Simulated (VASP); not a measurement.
# Ta2SiO3 (Amm2) in VASP: notebook

The runs below take Ta2SiO3 through relaxation of cell and atoms, with PBE.

Program: VASP 6.6.1. These are calculated values, not measurements. Logs are shortened: lines on timing, memory, paths and dates and some standing lists are left out, and cuts for length are marked.

## Step 1: The structure

It takes space group Amm2 (No. 38, orthorhombic). The conventional cell has a = 3.030 Å, b = 6.778 Å, c = 8.216 Å, α = 90.00°, β = 90.00°, γ = 90.00°. Ta (site symmetry mm2) has 4 O at 2.11 to 2.13 Å as nearest neighbours. Ta (site symmetry mm2) is surrounded by 5 O at 2.03 to 2.08 Å. Si (site symmetry mm2) has 3 Ta at 2.52 to 2.63 Å as nearest neighbours. O (site symmetry m) is surrounded by 3 Ta at 2.03 to 2.11 Å. O (site symmetry mm2) has 3 Ta at 2.08 to 2.13 Å as nearest neighbours.

The cell was built by a generator and needn't be a form met in nature.

## Step 2: Relaxation of cell and atoms, PBE

INCAR

```
SYSTEM = Ta2SiO3
PREC = Accurate ; ENCUT = 520
EDIFF = 1E-6 ; ISMEAR = 0
SIGMA = 0.1 ; LREAL = .FALSE.
LASPH = .TRUE. ; NELM = 120
ALGO = Normal ; ISIF = 3
LWAVE = .FALSE. ; LCHARG = .FALSE.
GGA = PE ; IBRION = 2
NSW = 90 ; EDIFFG = -0.01
KPAR = 4
```

KPOINTS

```
Automatic mesh
0
G
  10 6 6
  0 0 0
```

POSCAR

```
Ta2SiO3
1.0
    3.0300000000      0.0000000000      0.0000000000
    0.0000000000      3.3890000000      4.1080000000
    0.0000000000     -3.3890000000      4.1080000000
Ta Si O
2 1 3
Direct
    0.5000000000      0.4709104200      0.4709104200
    0.0000000000      0.0350535500      0.0350535500
    0.0000000000      0.7155550100      0.7155550100
    0.5000000000      0.7960095900      0.1742922600
    0.5000000000      0.1742922600      0.7960095900
    0.0000000000      0.2884615400      0.2884615400
```

Potentials or basis: VASP PAW PBE potentials, release 64 (Ta_pv, Si, O).

Command:

```bash
> cat potpaw_PBE.64/Ta_pv/POTCAR potpaw_PBE.64/Si/POTCAR potpaw_PBE.64/O/POTCAR > POTCAR
> mpirun -np 4 vasp_std > vasp.out
```

OUTCAR:

```text
SYSTEM = Ta2SiO3
   PREC = Accurate
   ENCUT = 520
   EDIFF = 1E-6
   ISMEAR = 0
   LREAL = .FALSE.
   LASPH = .TRUE.
   NELM = 120
   ISIF = 3
   GGA = PE
   IBRION = 2
   NSW = 90
   EDIFFG = -0.01

 ion  position               nearest neighbor table
   1  0.500  0.471  0.471-   4 2.11   5 2.11   6 2.13   6 2.13   3 2.52   3 2.52
   2  0.000  0.035  0.035-   4 2.03   5 2.03   4 2.03   5 2.03   6 2.08   3 2.63
   3  0.000  0.716  0.716-   1 2.52   1 2.52   2 2.63
   4  0.500  0.796  0.174-   2 2.03   2 2.03   1 2.11
   5  0.500  0.174  0.796-   2 2.03   2 2.03   1 2.11
   6  0.000  0.288  0.288-   2 2.08   1 2.13   1 2.13

  LATTYP: Found a base centered orthorhombic cell.
 ALAT       =     6.7780000000
 B/A-ratio  =     1.2121569785
 C/A-ratio  =     0.4470345235

  Lattice vectors:

 A1 = (   0.0000000000,   3.3890000000,  -4.1080000000)
 A2 = (   0.0000000000,   3.3890000000,   4.1080000000)
 A3 = (   3.0300000000,   0.0000000000,   0.0000000000)

Analysis of symmetry for initial positions (statically):
=====================================================================
 Subroutine PRICEL returns:
 Original cell was already a primitive cell.

 Routine SETGRP: Setting up the symmetry group for a
 base centered orthorhombic supercell.

 Subroutine GETGRP returns: Found  4 space group operations
 (whereof  4 operations were pure point group operations)
 out of a pool of  8 trial point group operations.

The static configuration has the point symmetry C_2v.

Analysis of symmetry for dynamics (positions and initial velocities):
=====================================================================
 Subroutine PRICEL returns:
 Original cell was already a primitive cell.

 Routine SETGRP: Setting up the symmetry group for a
 base centered orthorhombic supercell.

 Subroutine GETGRP returns: Found  4 space group operations
 (whereof  4 operations were pure point group operations)
 out of a pool of  8 trial point group operations.

The dynamic configuration has the point symmetry C_2v.

 Subroutine INISYM returns: Found  4 space group operations
 (whereof  4 operations are pure point group operations),
 and found     1 'primitive' translations

----------------------------------------------------------------------------------------

                                     Primitive cell

  volume of cell :      84.3674

  direct lattice vectors                    reciprocal lattice vectors
     3.030000000  0.000000000  0.000000000     0.330033003  0.000000000  0.000000000
     0.000000000  3.389000000  4.108000000     0.000000000  0.147536146  0.121713729
     0.000000000 -3.389000000  4.108000000     0.000000000 -0.147536146  0.121713729

  length of vectors
     3.030000000  5.325503263  5.325503263     0.330033003  0.191261984  0.191261984

  position of ions in fractional coordinates (direct lattice)
     0.500000000  0.470910420  0.470910420
     0.000000000  0.035053550  0.035053550
     0.000000000  0.715555010  0.715555010
     0.500000000  0.796009590  0.174292260
     0.500000000  0.174292260  0.796009590
     0.000000000  0.288461540  0.288461540

  ion indices of the primitive-cell ions
   primitive index   ion index
                 1           1
                 2           2
                 3           3
                 4           4
                 5           5
                 6           6

----------------------------------------------------------------------------------------

 KPOINTS: Automatic mesh

Automatic generation of k-mesh.
 Grid dimensions read from file:
 generate k-points for:   10    6    6

 Generating k-lattice:

  Cartesian coordinates                     Fractional coordinates (reciprocal lattice)
     0.033003300  0.000000000  0.000000000     0.100000000  0.000000000  0.000000000
     0.000000000  0.024589358  0.020285622     0.000000000  0.166666667 -0.000000000
     0.000000000 -0.024589358  0.020285622     0.000000000 -0.000000000  0.166666667

  Length of vectors
     0.033003300  0.031876997  0.031876997

  Shift w.r.t. Gamma in fractional coordinates (k-lattice)
     0.000000000  0.000000000  0.000000000

 Subroutine IBZKPT returns following result:
 ===========================================

 Found     78 irreducible k-points:

 Following reciprocal coordinates:
            Coordinates               Weight
  0.000000  0.000000  0.000000      1.000000
  0.100000  0.000000  0.000000      2.000000
  0.200000  0.000000  0.000000      2.000000
  0.300000  0.000000  0.000000      2.000000
  0.400000  0.000000  0.000000      2.000000
  0.500000  0.000000  0.000000      1.000000
[... 16 lines left out ...]
  0.400000  0.500000  0.000000      4.000000
  0.500000  0.500000  0.000000      2.000000
 [... further k-points ...]
   k-points           NKPTS =     78   k-points in BZ     NKDIM =     78   number of bands    NBANDS=     26
   number of dos      NEDOS =    301   number of ions     NIONS =      6
   total plane-waves  NPLWV =  38400
   dimension x,y,z NGX =    24 NGY =   40 NGZ =   40
   dimension x,y,z NGXF=    48 NGYF=   80 NGZF=   80
   ions per type =               2   1   3
   NGX,Y,Z   is equivalent  to a cutoff of  13.17, 12.49, 12.49 a.u.
   NGXF,Y,Z  is equivalent  to a cutoff of  26.34, 24.97, 24.97 a.u.
 SYSTEM =  Ta2SiO3
   PREC   = accura    normal or accurate (medium, high low for compatibility)
   ISTART =      0    job   : 0-new  1-cont  2-samecut
   ICHARG =      2    charge: 1-file 2-atom 10-const
   ISPIN  =      1    spin polarized calculation?
   LNONCOLLINEAR =      F non collinear calculations
   LSORBIT =      F    spin-orbit coupling
   LASPH  =      T    aspherical Exc in radial PAW
   ENCUT  =  520.0 eV  38.22 Ry    6.18 a.u.   5.63  9.90  9.90*2*pi/ulx,y,z
   NELM   =    120;   NELMIN=  2; NELMDL= -5     # of ELM steps
   EDIFF  = 0.1E-05   stopping-criterion for ELM
   LREAL  =      F    real-space projection
   EDIFFG = -.1E-01   stopping-criterion for IOM
   NSW    =     90    number of steps for IOM
   IBRION =      2    ionic relax: 0-MD 1-quasi-New 2-CG
   NFREE  =      1    steps in history (QN), initial steepest desc. (CG)
   ISIF   =      3    stress and relaxation
   ISYM   =      2    0-nonsym 1-usesym 2-fastsym
   POTIM  = 0.5000    time-step for ionic-motion
   TEBEG  =    0.0;   TEEND  =   0.0 temperature during run
   PSTRESS=    0.0 pullay stress
   NELECT =      44.0000    total number of electrons
   NUPDOWN=      -1.0000    fix difference up-down
   EMIN   =  10.00;   EMAX   =-10.00  energy-range for DOS
   EFERMI =   0.00;   METHOD = LEGACY
   ISMEAR =     0;   SIGMA  =   0.10  broadening in eV -4-tet -1-fermi 0-gaus
   EFERMI_NEDOS =   21; number of points for ismear=-14 and -15
   IALGO  =     38    algorithm
   IMIX   =      4    mixing-type and parameters
     AMIX     =   0.40;   BMIX     =  1.00
     AMIX_MAG =   1.60;   BMIX_MAG =  1.00
  volume/ion in A,a.u.               =      14.06        94.89
  Fermi-wavevector in a.u.,A,eV,Ry     =   1.317754  2.490193 23.626167  1.736474
  Thomas-Fermi vector in A             =   2.447772
   LORBIT       =      0    0 simple, 1 ext, 2 COOP (PROOUT), +10 PAW based schemes
   GGA     = PE    functional components
   LHFCALC =     F    Hartree Fock is set to
   AEXX    =    0.0000 exact exchange contribution
   IVDW    =     0    specifies the selected vdW correction
   LEPSILON=     F    determine dielectric tensor
   LRPA    =     F    only Hartree local field effects (RPA)
 conjugate gradient relaxation of ions
 non-spin polarized calculation
 Gauss-broadening in eV      SIGMA  =   0.10
  energy-cutoff  :      520.00
  volume of cell :       84.37
 maximum number of plane-waves:      2304
 NGX is ok and might be reduce to    24
   NGX = 11   NGY = 19   NGZ = 19

--------------------------------------- Ionic step        1  -------------------------------------------

 number of electron      44.0000002 magnetization

 Free energy of the ion-electron system (eV)
  ---------------------------------------------------
  ext. energy  EPLUGINS =         0.00000000
  ---------------------------------------------------
  free energy    TOTEN  =       -53.55932535 eV

  energy without entropy =      -53.54955305  energy(sigma->0) =      -53.55443920

------------------------ aborting loop because EDIFF is reached ----------------------------------------

  FORCE on cell =-STRESS in cart. coord.  units (eV):
  Direction    XX          YY          ZZ          XY          YZ          ZX
  --------------------------------------------------------------------------------------
  -------------------------------------------------------------------------------------
  Total        0.7222600      0.1382635      1.7516507      0.0000000      0.0000000      0.0000000
  in kB       13.7160644      2.6256894     33.2646890      0.0000000      0.0000000      0.0000000
  external PRESSURE =      16.5354809 kB  Pullay stress =       0.0000000 kB
[... 101 lines left out ...]
  FREE ENERGIE OF THE ION-ELECTRON SYSTEM (eV)
  ---------------------------------------------------
  free  energy   TOTEN  =       -53.5661605090 eV

  energy  without entropy=      -53.5561717988  energy(sigma->0) =      -53.56116615

[... ionic steps 4 to 8 ...]

--------------------------------------- Ionic step        9  -------------------------------------------

 number of electron      44.0000003 magnetization

------------------------ aborting loop because EDIFF is reached ----------------------------------------

  FORCE on cell =-STRESS in cart. coord.  units (eV):
  Direction    XX          YY          ZZ          XY          YZ          ZX
  --------------------------------------------------------------------------------------
  -------------------------------------------------------------------------------------
  Total       -0.0491146     -0.0609610     -0.0056495      0.0000000      0.0000000      0.0000000
  in kB       -0.9249858     -1.1480926     -0.1063988      0.0000000      0.0000000      0.0000000
  external PRESSURE =      -0.7264924 kB  Pullay stress =       0.0000000 kB
[... 65 lines left out ...]
  energy  without entropy=      -53.5568957801  energy(sigma->0) =      -53.56189215

--------------------------------------- Ionic step       11  -------------------------------------------

 number of electron      44.0000003 magnetization

 Free energy of the ion-electron system (eV)
  ---------------------------------------------------
  ext. energy  EPLUGINS =         0.00000000
  ---------------------------------------------------
  free energy    TOTEN  =       -53.56691889 eV

  energy without entropy =      -53.55694152  energy(sigma->0) =      -53.56193020

 E-fermi :   5.4379     XC(G=0): -10.9538

 val. band max:        5.4266310903   @ k =   0.1000   0.5000   0.3333
 cond. band min:       5.4404212751   @ k =   0.0000   0.1667   0.1667
 fundamental gap:      0.0137901848
 Fermi energy:         5.4379379778

 k-point     1 :       0.0000    0.0000    0.0000
  band No.  band energies     occupation
      1     -31.1545      2.00000
      2     -30.8742      2.00000
      3     -30.8457      2.00000
      4     -30.2324      2.00000
      5     -29.8361      2.00000
      6     -29.5680      2.00000
[... 685 lines left out ...]
     25       7.5546      0.00000
     26       7.6546      0.00000

 [... further k-points ...]
[... 5 lines left out ...]
  --------------------------------------------------------------------------------------
  -------------------------------------------------------------------------------------
  Total       -0.0284394     -0.0571113      0.0072102      0.0000000      0.0000000      0.0000000
  in kB       -0.5358198     -1.0760204      0.1358449      0.0000000      0.0000000      0.0000000
  external PRESSURE =      -0.4919985 kB  Pullay stress =       0.0000000 kB
[... 21 lines left out ...]
  FREE ENERGIE OF THE ION-ELECTRON SYSTEM (eV)
  ---------------------------------------------------
  free  energy   TOTEN  =       -53.5669188859 eV

  energy  without entropy=      -53.5569415156  energy(sigma->0) =      -53.56193020

 reached required accuracy - stopping structural energy minimisation
```

Wall time 2.9 min (4 MPI ranks of Intel Xeon Platinum 8488C (Sapphire Rapids), shared host); peak memory 0.31 GiB.

What came out:

```
Free energy                            : -53.5669 eV
Relaxed volume                         : 14.17 Å³/atom
Relaxed cell                           : a = 3.034 Å, b = 5.347 Å, c = 5.347 Å, α = 78.53°, β = 90.00°, γ = 90.00°
Space group after relaxing (to 0.05 Å) : Amm2 (No. 38)
Energy gained by relaxing              : 1.3 meV/atom
Ionic steps                            : 11
Pressure after relaxing                : 0.0 GPa
Largest force after relaxing           : 0.007 eV/Å
Band gap on the k mesh                 : none (metal or under the smearing width)
```

Forces in eV/Å, atoms in the order of the input:
```
Ta   0.000  0.000  0.007
Ta   0.000  0.000 -0.004
Si   0.000  0.000  0.004
O    0.000  0.003 -0.006
O    0.000 -0.003 -0.006
O    0.000  0.000  0.005
```

Step by step:
```
step  energy change (eV)  largest force (eV/Å)  pressure (GPa)  volume (Å³)
   1              0.0000                0.0877            1.65        84.37
   2              0.0021                0.0957           -2.51        86.15
   3             -0.0068                0.0379           -0.35        85.19
   4             -0.0073                0.0647            0.19        84.98
   5             -0.0075                0.0272            0.00        85.06
   6             -0.0075                0.0291           -0.01        85.05
   7             -0.0075                0.0325            0.01        85.05
   8             -0.0075                0.0294            0.02        85.05
   9             -0.0076                0.0100           -0.07        85.07
  10             -0.0076                0.0093           -0.08        85.08
  11             -0.0076                0.0066           -0.05        85.04
```

Final structure:
```
CELL_PARAMETERS angstrom
3.03445 0.00000 0.00000
0.00000 3.38431 4.14030
0.00000 -3.38431 4.14030
ATOMIC_POSITIONS crystal
Ta 0.50000 0.47113 0.47113
Ta 0.00000 0.03494 0.03494
Si 0.00000 0.71597 0.71597
O 0.50000 0.79593 0.17397
O 0.50000 0.17397 0.79593
O 0.00000 0.28835 0.28835
```

Levels at points of the mesh, in eV from the Fermi level:
```tsv
k point	band 18	band 19	band 20	band 21	band 22	band 23	band 24	band 25	band 26
(0.00, 0.00, 0.00)	-4.85	-3.82	-1.35	-0.52	-0.10	0.12	1.10	1.47	1.97
(0.50, 0.00, 0.00)	-4.74	-4.36	-2.59	-1.95	-1.42	1.30	1.34	2.09	2.12
(0.00, 0.50, 0.00)	-4.89	-4.30	-2.73	-0.71	0.27	0.47	1.19	1.66	2.22
(0.50, 0.50, 0.00)	-4.82	-4.45	-2.39	-1.36	-0.29	0.10	0.79	2.12	2.22
(0.00, 0.50, 0.50)	-4.61	-4.52	-1.63	-1.05	-1.03	-0.07	1.74	1.76	1.99
(0.50, 0.50, 0.50)	-4.75	-4.58	-1.85	-1.65	0.18	1.07	1.17	1.30	2.21
```

Spin-orbit coupling is left out, which matters for the levels of Ta.

## Step 3: Relaxation of cell and atoms, PBE

This run uses another cell than the first one, of 14.17 Å³/atom, 1.008 times its volume.

INCAR

```
SYSTEM = Ta2SiO3
PREC = Accurate ; ENCUT = 520
EDIFF = 1E-7 ; ISMEAR = 0
SIGMA = 0.1 ; LREAL = .FALSE.
LASPH = .TRUE. ; NELM = 120
ALGO = Normal ; ISIF = 3
LWAVE = .FALSE. ; LCHARG = .FALSE.
GGA = PE ; IBRION = 2
NSW = 60 ; EDIFFG = -0.005
POTIM = 0.3 ; KPAR = 4
```

KPOINTS is that of step 2.

POSCAR

```
Ta2SiO3                                 
1.0
    3.0344480719      0.0000000000      0.0000000000
    0.0000000000      3.3843098691      4.1403027105
    0.0000000000     -3.3843098691      4.1403027105
  Ta              Si              O             
     2     1     3
Direct
     0.5000000000000000    0.4711272962016271    0.4711272962016271
     0.0000000000000000    0.0349443232937338    0.0349443232937338
     0.0000000000000000    0.7159668632903482    0.7159668632903482
     0.5000000000000000    0.7959309751245950    0.1739650862686417
     0.5000000000000000    0.1739650862686417    0.7959309751245950
     0.0000000000000000    0.2883478258210591    0.2883478258210591
```

Potentials or basis: VASP PAW PBE potentials, release 64 (Ta_pv, Si, O).

Command:

```bash
> cat potpaw_PBE.64/Ta_pv/POTCAR potpaw_PBE.64/Si/POTCAR potpaw_PBE.64/O/POTCAR > POTCAR
> mpirun -np 4 vasp_std > vasp.out
```

Wall time 1.8 min (4 MPI ranks of Intel Xeon Platinum 8488C (Sapphire Rapids), shared host); peak memory 0.3 GiB.

It converged, with:

```
Free energy                            : -53.5676 eV
Relaxed volume                         : 14.17 Å³/atom
Relaxed cell                           : a = 3.034 Å, b = 5.347 Å, c = 5.347 Å, α = 78.49°, β = 90.00°, γ = 90.00°
Space group after relaxing (to 0.05 Å) : Amm2 (No. 38)
Energy gained by relaxing              : 0.0 meV/atom
Ionic steps                            : 6
Pressure after relaxing                : 0.0 GPa
Band gap on the k mesh                 : none (metal or under the smearing width)
```

Forces on the atoms (eV/Å):
```
Ta   0.000  0.000  0.001
Ta   0.000  0.000  0.001
Si   0.000  0.000 -0.001
O    0.000  0.002 -0.002
O    0.000 -0.002 -0.002
O    0.000  0.000  0.002
```

Final structure:
```
CELL_PARAMETERS angstrom
3.03448 0.00000 0.00000
0.00000 3.38285 4.14128
0.00000 -3.38285 4.14128
ATOMIC_POSITIONS crystal
Ta 0.50000 0.47121 0.47121
Ta 0.00000 0.03497 0.03497
Si 0.00000 0.71605 0.71605
O 0.50000 0.79583 0.17379
O 0.50000 0.17379 0.79583
O 0.00000 0.28842 0.28842
```

Levels at points of the mesh, in eV from the Fermi level:
| k point | band 18 | band 19 | band 20 | band 21 | band 22 | band 23 | band 24 | band 25 | band 26 |
| --- | --- | --- | --- | --- | --- | --- | --- | --- | --- |
| (0.00, 0.00, 0.00) | -4.85 | -3.82 | -1.35 | -0.52 | -0.10 | 0.12 | 1.09 | 1.47 | 1.97 |
| (0.50, 0.00, 0.00) | -4.74 | -4.35 | -2.59 | -1.96 | -1.42 | 1.29 | 1.34 | 2.09 | 2.12 |
| (0.00, 0.50, 0.00) | -4.89 | -4.30 | -2.73 | -0.72 | 0.27 | 0.47 | 1.19 | 1.66 | 2.22 |
| (0.50, 0.50, 0.00) | -4.83 | -4.44 | -2.39 | -1.37 | -0.29 | 0.10 | 0.79 | 2.11 | 2.21 |
| (0.00, 0.50, 0.50) | -4.62 | -4.52 | -1.63 | -1.05 | -1.03 | -0.07 | 1.74 | 1.75 | 1.99 |
| (0.50, 0.50, 0.50) | -4.75 | -4.58 | -1.86 | -1.65 | 0.18 | 1.07 | 1.17 | 1.30 | 2.20 |

The run has no spin-orbit coupling, so splittings on Ta are missing.
